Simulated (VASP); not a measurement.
Wanted: the native input for a VASP 6.6.1 run.

```yaml
Task: relaxation of cell and atoms
Functional: PBE
Potentials_or_basis: VASP PAW PBE potentials, release 64 (Be, Zn, Se)
Cutoff: 520 eV
k_mesh: 4 × 4 × 4
Occupations: gaussian, width 0.03 eV
Spin: no spin polarisation
Further_INCAR_settings: ALGO = Normal; EDIFF = 1e-06; IBRION = 2; EDIFFG = -0.01; NSW = 90; ISIF = 3
```

The structure of BeZn2Se3 lies in POSCAR:

```
BeZn2Se3
1.0
    5.8640000000     -3.3860000000      0.0000000000
    5.8640000000      3.3860000000      0.0000000000
    0.0000000000      0.0000000000      6.4290000000
Be Zn Se
2 4 6
Direct
    0.1572652100      0.8427347900      0.9968891000
    0.8427347900      0.1572652100      0.4968891000
    0.8318804700      0.4952000200      0.9979779100
    0.5047999800      0.1681195300      0.9979779100
    0.1681195300      0.5047999800      0.4979779100
    0.4952000200      0.8318804700      0.4979779100
    0.1645374500      0.5254352600      0.1124591700
    0.4745647400      0.8354625500      0.1124591700
    0.8554341400      0.1445658600      0.1424793900
    0.5254352600      0.1645374500      0.6124591700
    0.8354625500      0.4745647400      0.6124591700
    0.1445658600      0.8554341400      0.6424793900
```

The cell was built by a generator and needn't be a form met in nature.

The input as run:

INCAR

```
SYSTEM = BeZn2Se3
ALGO = Normal ; EDIFF = 1E-6
EDIFFG = -0.01 ; ENCUT = 520
GGA = PE ; IBRION = 2
ISIF = 3 ; ISMEAR = 0
KPAR = 4 ; LASPH = .True.
LCHARG = .False. ; LREAL = .False.
LWAVE = .False. ; NELM = 120
NSW = 90 ; PREC = Accurate
SIGMA = 0.03
```

KPOINTS

```
k-points
0
Gamma
  4 4 4
  0 0 0
```

Potentials or basis: VASP PAW PBE potentials, release 64 (Be, Zn, Se).

The run is started by

```bash
$ cat potpaw_PBE.64/Be/POTCAR potpaw_PBE.64/Zn/POTCAR potpaw_PBE.64/Se/POTCAR > POTCAR
$ mpirun -np 4 vasp_std > vasp.out
```

Results of the run:

```yaml
Relaxed_volume: 21.33 Å³/atom
Relaxed_cell: a = 6.782 Å, b = 6.782 Å, c = 6.425 Å, α = 90.00°, β = 90.00°, γ = 60.01°
Space_group_after_relaxing_to_0.05_Å: Cmc2_1 (No. 36)
Energy_gained_by_relaxing: 0.3 meV/atom
Ionic_steps: 11
Pressure_after_relaxing: 0.0 GPa
Largest_force_after_relaxing: 0.009 eV/Å
Band_gap_on_the_k_mesh: 1.97 eV, direct
```

Wall time 4.7 min on 4 MPI ranks on Intel(R) Xeon(R) 6975P-C (Granite Rapids), on a shared host, peak memory 0.5 GiB a rank.
